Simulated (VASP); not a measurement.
Here is the system:

```
CELL_PARAMETERS angstrom
      1.62814    -2.82002     0.00000
      1.62814     2.82002     0.00000
      0.00000     0.00000    12.76345
ATOMIC_POSITIONS crystal
  W  0.33333 0.66667 0.25000
  W  0.66667 0.33333 0.75000
  S  0.33333 0.66667 0.87606
  S  0.66667 0.33333 0.37606
  S  0.66667 0.33333 0.12394
  S  0.33333 0.66667 0.62394
```

These are optB88-vdW, VASP's PBE PAW potentials (set 64) (plane waves; VASP 6.6.1) values and carry that method's errors. Run with 520 eV cut-off, 8×8×2 Γ-centred mesh, Gaussian smearing of 0.050 eV, potentials W_sv S.

Task: The ions and cell shape at fixed volume are relaxed. Predict the relaxed structure.

Result: 
```
CELL_PARAMETERS angstrom
      1.60456    -2.77917     0.00000
      1.60456     2.77917     0.00000
      0.00000     0.00000    13.14138
ATOMIC_POSITIONS crystal
  W  0.33333 0.66667 0.25000
  W  0.66667 0.33333 0.75000
  S  0.33333 0.66667 0.86995
  S  0.66667 0.33333 0.36995
  S  0.66667 0.33333 0.13005
  S  0.33333 0.66667 0.63005
```
Space group P6_3/mmc (194), at a tolerance of 0.03 Å.

Task: How much energy does the relaxation gain?

Result: The energy (σ→0) changes by -22.5 meV/atom, in 8 ionic steps.

The compound is WS2 in the 2H layered structure. This cell is one point of a volume scan, at 1.06 of the reference volume. Symmetry was kept, so distortions that lower it aren't found.
